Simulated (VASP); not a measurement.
All values below come from PBE GGA, VASP's PBE PAW potentials (set 64) (plane waves; VASP).

A VASP calculation is set up with these files.

INCAR:
```
! general
SYSTEM=NaCl
PREC  =Accurate
ENCUT =300
LREAL =.False.
LASPH =.True.

! electronic loop
EDIFF =1E-6
NELM  =100
ALGO  =Normal

! smearing
ISMEAR=0
SIGMA =0.01

! functional
GGA   =PE

! ions
ISIF  =2

! output
LWAVE =.False.
LCHARG=.False.
```

KPOINTS:
```
Automatic mesh
0
Gamma
7 7 7
0 0 0
```

### POSCAR
```
NaCl
1
    0.0000000000     2.8566520000     2.8566520000
    2.8566520000     0.0000000000     2.8566520000
    2.8566520000     2.8566520000     0.0000000000
Na Cl
1 1
Direct
  0.0000000000   0.0000000000   0.0000000000
  0.5000000000   0.5000000000   0.5000000000
```

POTCAR, in this order: Na_pv Cl (PBE.64 set). Program: vasp_std.

Task: What will the output report for the number of irreducible k-points (NKPTS), largest plane-wave count, number of space-group operations, FFT grid (NGX, NGY, NGZ)?

Result: 
| Item | Result |
|---|---|
| number of irreducible k-points (NKPTS) | 20 |
| largest plane-wave count | 560 |
| number of space-group operations | 48 |
| FFT grid (NGX, NGY, NGZ) | 24 × 24 × 24 |

The structure comes from a computed database's NaCl entry; how it stands against other phases isn't given here. The cell was not relaxed at this level. The run is one of a series of settings (GGA = PE, KPOINTS 7×7×7 Γ-centred mesh, POTCAR Na_pv Cl (PBE.64 set) against the base run), some of them coarse on purpose.
